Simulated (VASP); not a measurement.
## WC (Qusongite): W into a neighbouring W vacancy

Aim: the barrier for one hop in WC (Qusongite): W into a neighbouring W vacancy. The start is a cell from a database of measured crystal structures.

Calculated with VASP 6.6.1; PBE; plane waves and PAW (W, C).

### Step 1. The host crystal

Symmetry: P-6m2, No. 187, hexagonal system. Conventional cell: a = 2.907 Å, b = 2.907 Å, c = 2.837 Å, α = 90.00°, β = 90.00°, γ = 120.00°. Nearest to W lie 6 C at 2.20 Å. C has 6 W at 2.20 Å nearest. Farther neighbours are not listed.

As a file:

```cif
data_structure
_symmetry_space_group_name_H-M 'P 1'
_symmetry_Int_Tables_number 1
_cell_length_a 2.9065
_cell_length_b 2.9065
_cell_length_c 2.8366
_cell_angle_alpha 90.000
_cell_angle_beta 90.000
_cell_angle_gamma 120.000
_cell_volume 20.75
loop_
_atom_site_label
_atom_site_type_symbol
_atom_site_fract_x
_atom_site_fract_y
_atom_site_fract_z
_atom_site_occupancy
W1 W 0.00000 0.00000 0.00000 1
C2 C 0.66667 0.33333 0.50000 1
```

### Step 2. Relax the host

First cell and atoms are relaxed at a raised cutoff, so that later runs start from this functional's own cell.

INCAR reads:

```
SYSTEM = WC
PREC = Accurate
ENCUT = 520
EDIFF = 1E-06
NELM = 120
ISMEAR = 0
SIGMA = 0.1
LREAL = .FALSE.
ALGO = Normal
GGA = PE
NBANDS = 11
LASPH = .TRUE.
LORBIT = 11
LWAVE = .FALSE.
LCHARG = .FALSE.
KPAR = 5
IBRION = 2
NSW = 40
ISIF = 3
EDIFFG = -0.02
POTIM = 0.4
```

POSCAR reads:

```
WC
1.0
    2.9065000000      0.0000000000      0.0000000000
   -1.4532500000      2.5171028361      0.0000000000
    0.0000000000      0.0000000000      2.8366000000
W C
1 1
Direct
    0.0000000000      0.0000000000      0.0000000000
    0.6666666667      0.3333333333      0.5000000000
```

KPOINTS reads:

```
Automatic mesh
0
Gamma
7 7 7
0 0 0
```

PAW data sets: W and C (PBE family, release 64).

Run with:

```sh
$ mpirun -np 5 vasp_std
```

Log:

```text
[banner, memory and clock lines left out]
running    5 mpi-ranks, on    1 nodes
 distrk:  each k-point on    1 cores,    5 groups
 distr:  one band on    1 cores,    1 groups

 POSCAR found type information on POSCAR W C
 POSCAR found :  2 types and       2 ions
|                                                                             |
|           W    W    AA    RRRRR   N    N  II  N    N   GGGG   !!!           |
|           W    W   A  A   R    R  NN   N  II  NN   N  G    G  !!!           |
|           W    W  A    A  R    R  N N  N  II  N N  N  G       !!!           |
|           W WW W  AAAAAA  RRRRR   N  N N  II  N  N N  G  GGG   !            |
|           WW  WW  A    A  R   R   N   NN  II  N   NN  G    G                |
|           W    W  A    A  R    R  N    N  II  N    N   GGGG   !!!           |
|                                                                             |
|     For optimal performance we recommend to set                             |
|       NCORE = 2 up to number-of-cores-per-socket                            |
|     NCORE specifies how many cores store one orbital (NPAR=cpu/NCORE).      |
|     This setting can greatly improve the performance of VASP for DFT.       |
|     The default, NCORE=1 might be grossly inefficient on modern             |
|     multi-core architectures or massively parallel machines. Do your        |
|     Unfortunately you need to use the default for GW and RPA                |
|     calculations (for HF NCORE is supported but not extensively tested      |
|     yet).                                                                   |
|                                                                             |

 LDA part: xc-table for (Slater+PW92), standard interpolation
 POSCAR, INCAR and KPOINTS ok, starting setup
 FFT: planning ... GRIDC
 FFT: planning ... GRID_SOFT
 FFT: planning ... GRID
 WAVECAR not read
 entering main loop
       N       E                     dE             d eps       ncg     rms          rms(c)
DAV:   1     0.216431593424E+02    0.21643E+02   -0.49897E+03   704   0.817E+02
DAV:   2    -0.238462891048E+02   -0.45489E+02   -0.43310E+02   851   0.198E+02
DAV:   3    -0.256786018326E+02   -0.18323E+01   -0.18168E+01   863   0.333E+01
DAV:   4    -0.256895291862E+02   -0.10927E-01   -0.10926E-01   761   0.301E+00
DAV:   5    -0.256895754110E+02   -0.46225E-04   -0.46225E-04   838   0.196E-01    0.340E+01
DAV:   6    -0.226337075802E+02    0.30559E+01   -0.13857E+01   827   0.226E+01    0.110E+01
DAV:   7    -0.225589678130E+02    0.74740E-01   -0.67004E-01   719   0.643E+00    0.827E+00
DAV:   8    -0.225197168802E+02    0.39251E-01   -0.10661E-01   776   0.248E+00    0.223E+00
DAV:   9    -0.225141723288E+02    0.55446E-02   -0.12808E-02   755   0.743E-01    0.989E-02
DAV:  10    -0.225141604203E+02    0.11909E-04   -0.92261E-04   793   0.255E-01    0.164E-01
DAV:  11    -0.225141349993E+02    0.25421E-04   -0.18992E-04   953   0.912E-02    0.134E-02
DAV:  12    -0.225141327176E+02    0.22817E-05   -0.69370E-06   764   0.206E-02    0.629E-03
DAV:  13    -0.225141308160E+02    0.19017E-05   -0.21668E-06   447   0.866E-03    0.258E-03
DAV:  14    -0.225141309912E+02   -0.17526E-06   -0.29355E-07   367   0.560E-03
   1 F= -.22514131E+02 E0= -.22513059E+02  d E =-.225141E+02
 curvature:   0.00 expect dE= 0.000E+00 dE for cont linesearch  0.000E+00
 trial: gam= 0.00000 g(F)=  0.624E-48 g(S)=  0.236E-01 ort = 0.000E+00 (trialstep = 0.100E+01)
 search vector abs. value=  0.236E-01
 bond charge predicted
       N       E                     dE             d eps       ncg     rms          rms(c)
DAV:   1    -0.225137593460E+02    0.37147E-03   -0.61885E-01   710   0.630E+00    0.266E+00
DAV:   2    -0.225052524017E+02    0.85069E-02   -0.65573E-03   812   0.687E-01    0.141E+00
DAV:   3    -0.225019841771E+02    0.32682E-02   -0.62592E-03   776   0.576E-01    0.439E-02
DAV:   4    -0.225019879368E+02   -0.37597E-05   -0.86403E-05   770   0.683E-02    0.277E-02
DAV:   5    -0.225019884355E+02   -0.49870E-06   -0.11408E-05   829   0.232E-02    0.161E-02
DAV:   6    -0.225019876978E+02    0.73770E-06   -0.34180E-06   824   0.131E-02
   2 F= -.22501988E+02 E0= -.22500885E+02  d E =0.121433E-01
[...]
3 F= -.22517907E+02 E0= -.22516825E+02  d E =-.377632E-02
[...]
4 F= -.22517907E+02 E0= -.22516824E+02  d E =-.377571E-02
[...]
5 F= -.22517941E+02 E0= -.22516883E+02  d E =-.347937E-04
 trial-energy change:   -0.000035  1 .order   -0.000034   -0.000132    0.000064
 step:   0.5813(harm=  0.5813)  dis= 0.00000  next Energy=   -22.517951 (dE=-0.443E-04)
 bond charge predicted
       N       E                     dE             d eps       ncg     rms          rms(c)
DAV:   1    -0.225179554039E+02   -0.13231E-04   -0.43020E-04   704   0.158E-01    0.895E-03
DAV:   2    -0.225179528111E+02    0.25928E-05   -0.70294E-06   821   0.223E-02    0.529E-03
DAV:   3    -0.225179520062E+02    0.80486E-06   -0.11571E-06   466   0.746E-03
   6 F= -.22517952E+02 E0= -.22516886E+02  d E =-.453076E-04
 curvature:  -0.29 expect dE=-0.170E-05 dE for cont linesearch -0.255E-07
 trial: gam= 0.04771 g(F)=  0.660E-48 g(S)=  0.588E-05 ort =-0.365E-05 (trialstep = 0.807E+00)
 search vector abs. value=  0.588E-05
 reached required accuracy - stopping structural energy minimisation
```

Run time: 12 s. Hardware: 5 MPI ranks of AMD EPYC 7R43, shared host; peak memory 0.6 GiB.

Lines that name or quote the potential files are left out of all logs, and their timing lines are given in words.

From OUTCAR (step 2):

```text
ion  position               nearest neighbor table
   1  0.000  0.000  0.000-   2 2.20   2 2.20   2 2.20   2 2.20   2 2.20   2 2.20
   2  0.667  0.333  0.500-   1 2.20   1 2.20   1 2.20   1 2.20   1 2.20   1 2.20

  LATTYP: Found a hexagonal cell.
 ALAT       =     2.9065000000
 C/A-ratio  =     0.9759504559

 Subroutine GETGRP returns: Found 12 space group operations
 (whereof 12 operations were pure point group operations)

The static configuration has the point symmetry D_3h.

 Found     32 irreducible k-points:

   k-points           NKPTS =     32   k-points in BZ     NKDIM =     32   number of bands    NBANDS=     11

   dimension x,y,z NGX =    24 NGY =   24 NGZ =   24
   dimension x,y,z NGXF=    48 NGYF=   48 NGZF=   48

   ENCUT  =  520.0 eV  38.22 Ry    6.18 a.u.   5.40  5.40  5.27*2*pi/ulx,y,z

   NELECT =      10.0000    total number of electrons

 k-points in reciprocal lattice and weights: Automatic mesh
   0.00000000  0.00000000  0.00000000       0.003
   0.14285714  0.00000000  0.00000000       0.017
   0.28571429  0.00000000  0.00000000       0.017
   0.42857143 -0.00000000  0.00000000       0.017
   0.14285714  0.14285714  0.00000000       0.017
   0.28571429  0.14285714  0.00000000       0.035
   0.42857143  0.14285714  0.00000000       0.017
   0.28571429  0.28571429  0.00000000       0.017
   0.00000000  0.00000000  0.14285714       0.006
[...]
0.42857143  0.14285714  0.42857143       0.035
   0.28571429  0.28571429  0.42857143       0.035

 average (electrostatic) potential at core
       1 -37.5010       2 -46.2830

 E-fermi :   8.2787

 k-point     1 :       0.0000    0.0000    0.0000
  band No.  band energies     occupation
      1      -6.1811      2.00000
      2       3.9210      2.00000
      3       4.8817      2.00000
      4       4.8817      2.00000
      5       8.3071      0.68733
      6      11.2965      0.00000
      7      11.2965      0.00000
      8      13.7481      0.00000
      9      13.7481      0.00000
     10      14.6048      0.00000
    ...

 k-point     2 :       0.1429    0.0000    0.0000
  band No.  band energies     occupation
      1      -5.6912      2.00000
      2       3.7425      2.00000
      3       4.5832      2.00000
      4       5.3592      2.00000
      5       7.0919      2.00000
      6      11.1213      0.00000
      7      12.6646      0.00000
      8      12.8134      0.00000
      9      13.4149      0.00000
     10      15.9684      0.00000
    ...

 k-point     3 :       0.2857    0.0000    0.0000
  band No.  band energies     occupation
      1      -4.4438      2.00000
      2       2.3676      2.00000
      3       5.0465      2.00000
      4       5.5770      2.00000
      5       6.5285      2.00000
      6      10.7510      0.00000
      7      11.7246      0.00000
      8      12.8502      0.00000
      9      14.3003      0.00000
     10      17.8052      0.00000
    ...

  Total        0.0085455      0.0085455      0.0126043      0.0000000     -0.0000000      0.0000000
  in kB        0.6519534      0.6519534      0.9616122      0.0000000     -0.0000000      0.0000000
  external PRESSURE =       0.7551730 kB  Pullay stress =       0.0000000 kB

  energy-cutoff  :      520.00
  volume of cell :       21.00
      direct lattice vectors                 reciprocal lattice vectors
     2.919324882 -0.000000000 -0.000000000     0.342544951  0.197768420 -0.000000000
    -1.459662441  2.528209510 -0.000000000     0.000000000  0.395536840 -0.000000000
    -0.000000000  0.000000000  2.845344461     0.000000000  0.000000000  0.351451297

 POSITION                                       TOTAL-FORCE (eV/Angst)
 -----------------------------------------------------------------------------------
      0.00000      0.00000     -0.00000         0.000000     -0.000000     -0.000000
      1.45966      0.84274      1.42267        -0.000000      0.000000      0.000000
 -----------------------------------------------------------------------------------
    total drift:                               -0.000000      0.000000      0.000000

  FREE ENERGIE OF THE ION-ELECTRON SYSTEM (eV)
  ---------------------------------------------------
  free  energy   TOTEN  =       -22.5179520062 eV

  energy  without entropy=      -22.5158205789  energy(sigma->0) =      -22.51688629

 reached required accuracy - stopping structural energy minimisation

 total charge
# of ion       s       p       d       tot
------------------------------------------
    1        0.621   0.873   4.321   5.815
    2        0.855   1.559   0.000   2.413
--------------------------------------------------
tot          1.475   2.432   4.321   8.228

[... 3 further parts left out ...]
```

CONTCAR:

```
WC
   1.00000000000000
     2.9193248822531981   -0.0000000000000000   -0.0000000000000000
    -1.4596624411265990    2.5282095099318211   -0.0000000000000000
    -0.0000000000000000    0.0000000000000000    2.8453444605618783
  W               C
     1     1
Direct
     0.0000000000000000    0.0000000000000000    0.0000000000000000
     0.6666666667000030    0.3333333332999970    0.5000000000000000
```

The k-mesh is coarse for a metal. The data set W keeps the semicore shell frozen, which is cheaper and a little less accurate. The run keeps the 12 symmetry operations of its start, so it cannot find a distortion of lower symmetry.

The steps of the relaxation:

```tsv
step	energy less that of the first step (eV)	largest force (eV/Å)	pressure (GPa)	volume (Å³)
1	0.0000	0.0000	4.93	20.75
2	0.0121	0.0000	-9.44	21.53
3	-0.0038	0.0000	-0.02	21.00
4	-0.0038	0.0000	0.06	21.00
5	-0.0038	0.0000	0.09	21.00
6	-0.0038	0.0000	0.08	21.00
```

```tsv
conventional cell, symmetrised	before	after	change
a (Å)	2.907	2.919	+0.4 %
b (Å)	2.907	2.919	+0.4 %
c (Å)	2.837	2.845	+0.3 %
volume (Å³/atom)	10.38	10.50	+1.2 %
```

Final coordinates:

```xyz
2
Lattice="2.9193 0.0000 0.0000 -1.4597 2.5282 0.0000 0.0000 0.0000 2.8453" Properties=species:S:1:pos:R:3 pbc="T T T"
W     0.0000    0.0000    0.0000
C     1.4597    0.8427    1.4227
```

Numbers from this step:

| Quantity | Value |
| --- | --- |
| electronic cycles | 36 |
| electrons | 10 |
| free energy (TOTEN) | -22.52 eV |
| energy at zero smearing | -22.52 eV |
| Fermi energy | 8.279 eV |
| metallic | yes |

The run ended after 6 ionic steps, 0.004 eV below its first step, once forces and stress met EDIFFG = -0.02.

(Continued in part 2 of 5.)

[Lines on the potential files, build, host, timing and source positions are cut from VASP's logs without a mark.]

[Logs are printed without paths, hosts, clocks, repeated set-up lines and the standing remarks that a program may print on its own settings, such as how far it seeks lower states.]

[Hosts, paths, dates, database ids (printed as entryN), source tags and the programs' standing remarks are cut or masked in the printed files.]

[Runs that stopped without an error message from VASP are left out.]
